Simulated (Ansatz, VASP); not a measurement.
This is a calculation of SrBr3 for VASP 6.6.1. The cell comes from a database or a generator and needn't be the stable form of this composition.

INCAR

```
SYSTEM = SrBr3
  PREC = Accurate
  ENCUT = 520
  EDIFF = 1E-6
  ISMEAR = 0
  SIGMA = 0.02
  LREAL = .FALSE.
  LASPH = .TRUE.
  NELM = 60
  ALGO = Normal
  ISIF = 2
  LWAVE = .FALSE.
  LCHARG = .TRUE.
  GGA = RP
  LELF = .TRUE.
  LVHAR = .TRUE.
```

File KPOINTS:

```
Automatic mesh
0
G
  5 5 5
  0 0 0
```

File POSCAR:

```
SrBr3
1.0
    6.7640622058      0.0000000000      0.0000000000
   -3.3820311029      5.8578497030      0.0000000000
    0.0000000000      0.0000000000      6.0242580000
Sr Br
2 6
Direct
    0.3333333333      0.6666666667      0.7500000000
    0.6666666667      0.3333333333      0.2500000000
    0.1726970050      0.3453940100      0.2500000000
    0.1726970050      0.8273029950      0.2500000000
    0.6546059900      0.8273029950      0.2500000000
    0.8273029950      0.6546059900      0.7500000000
    0.8273029950      0.1726970050      0.7500000000
    0.3453940100      0.1726970050      0.7500000000
```

Potentials or basis: VASP PAW PBE potentials, release 54 (Sr_sv, Br).

Run with:

```sh
$ cat potpaw_PBE.54/Sr_sv/POTCAR potpaw_PBE.54/Br/POTCAR > POTCAR
$ mpirun -np 1 vasp_std > vasp.out
```

Question: Set up the same calculation for Ansatz 0.2.0. Potentials or basis there: Ansatz PAW, cutoff 420 eV.

Answer: As run (cutoffs and basis follow the program's own potentials, and thresholds, step limits or extra output files can differ):

input.yaml

```yaml
crystal:
  lattice:
    - [6.7640622058, 0.0, 0.0]
    - [-3.3820311029, 5.857849703, 0.0]
    - [0.0, 0.0, 6.024258]
  atoms:
    - { symbol: Sr, position: [0.3333333333, 0.6666666667, 0.75] }
    - { symbol: Sr, position: [0.6666666667, 0.3333333333, 0.25] }
    - { symbol: Br, position: [0.172697005, 0.34539401, 0.25] }
    - { symbol: Br, position: [0.172697005, 0.827302995, 0.25] }
    - { symbol: Br, position: [0.65460599, 0.827302995, 0.25] }
    - { symbol: Br, position: [0.827302995, 0.65460599, 0.75] }
    - { symbol: Br, position: [0.827302995, 0.172697005, 0.75] }
    - { symbol: Br, position: [0.34539401, 0.172697005, 0.75] }
hamiltonian:
  xc: rpbe
  pseudopotentials: { kind: paw }
kpoints:
  mp_grid: { grid: [5, 5, 5] }
scf:
  occupations: { method: gaussian, width: 0.02 }
output:
  forces: true
  stress: true
  eigenvalues: true
```

Potentials or basis: Ansatz PAW.

Run with:

```bash
$ ansatz run input.yaml --threads 4 --pin off --max-ram 11264MiB --backend cpu --events-out ev --progress --plain --runs-dir out
```

Both were run:

|  | VASP | Ansatz |
| --- | --- | --- |
| Pressure | 1.6 GPa | 1.6 GPa |
| Largest force | 0.051 eV/Å | 0.048 eV/Å |

Ansatz's pressure holds a Pulay term of +0.01 GPa for its cutoff of 420 eV, which the other run lacks.

VASP's potentials were made for PBE. Ansatz's potentials were made for PBE.

Where Ansatz's input types no cutoff or centring, it takes its own default and a Γ-centred mesh.

Pressure is positive in compression.
